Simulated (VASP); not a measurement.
Data:

```xyz
2
Lattice="0.0000 2.4730 2.4730 2.4730 0.0000 2.4730 2.4730 2.4730 0.0000" Properties=species:S:1:pos:R:3 pbc="T T T"
Gd     0.0000     0.0000     0.0000
N      2.4730     2.4730     2.4730
```

All values below come from SCAN meta-GGA, VASP's PBE PAW potentials (set 64) (plane waves; VASP). Run with 520 eV cut-off, 8×8×8 Γ-centred mesh, Gaussian smearing of 0.050 eV, potentials Gd_3 N.

The 4f electrons are frozen in the core of the lanthanide potential, so 4f levels, which can set the real gap, and their magnetism are missing.

### Question
What does the run give for the energy per atom (σ→0), band gap (on the k-mesh) with the smallest direct gap where there is one?

### Answer

The band gap (on the k-mesh) comes out as 0.26 eV and the smallest direct gap (on the k-mesh) is 0.51 eV. The energy per atom (σ→0) is -29.504 eV/atom.

Only differences to runs with the same potentials and settings are physical.

The compound is GdN in the rock salt structure. It was relaxed first. The start is the result of an earlier pass.
